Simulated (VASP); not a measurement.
Runs of VASP 6.6.1 on InSb. It takes space group F-43m (No. 216, cubic). The conventional cell has a = 6.633 Å, b = 6.633 Å, c = 6.633 Å, α = 90.00°, β = 90.00°, γ = 90.00°. In (site symmetry -43m) has 4 Sb at 2.87 Å as nearest neighbours. Sb (site symmetry -43m) is surrounded by 4 In at 2.87 Å. The cell is a database's computed one.

| task | level | potentials or basis | cell | k mesh | cutoff (eV) | mesh quality | gap on the mesh (eV) | pressure (GPa) | relaxed volume (Å³/atom) |
| --- | --- | --- | --- | --- | --- | --- | --- | --- | --- |
| relaxation of cell and atoms | PBEsol | VASP PAW PBE potentials, release 64 (In_d, Sb) | relaxed | 12 × 12 × 12 | 600 | not flagged | none | 0.0 | 34.66 |
| relaxation of cell and atoms | PBEsol | VASP PAW PBE potentials, release 64 (In, Sb) | relaxed | 12 × 12 × 12 | 580 | not flagged | none | 0.0 | (b) |
| relaxation of cell and atoms | PBEsol | VASP PAW PBE potentials, release 64 (In_d, Sb) | relaxed | 4 × 4 × 4 | 600 | coarse | none | 0.0 | (a) |
| relaxation of cell and atoms | RPBE | VASP PAW PBE potentials, release 64 (In_d, Sb) | relaxed | 12 × 12 × 12 | 600 | not flagged | none | 0.0 | 37.86 |
| relaxation of cell and atoms | PBEsol | VASP PAW PBE potentials, release 64 (In_d, Sb) | relaxed | 12 × 12 × 12 | 300 | not flagged | none | 0.0 | 34.46 |
| relaxation of cell and atoms | LDA | VASP PAW LDA potentials, release 64 (In_d, Sb) | relaxed | 12 × 12 × 12 | 600 | not flagged | none | 0.0 | 33.62 |
| single point | PBEsol | VASP PAW PBE potentials, release 64 (In_d, Sb) | as given | 12 × 12 × 12 | 520 | not flagged | none | -2.0 | - |

Alike in all rows: no spin polarisation; smearing gaussian 0.1 eV.

Q: Fill in the values left out.

A: (a) 35.07; (b) 34.99.

Caveats: some runs use coarse meshes; this crystal is a semiconductor, whose small gap the functional closes, so the metal is an error of the method; the PAW data sets were made with another functional, which shifts forces and pressure a little (some runs).

A k mesh can miss the band edges, and the runs leave out spin-orbit coupling on In, Sb.

A gap of «none» marks a metal or a gap under the smearing width.

The runs don't all hold the same shells in valence.

Runs at the PBE level aren't shown here.
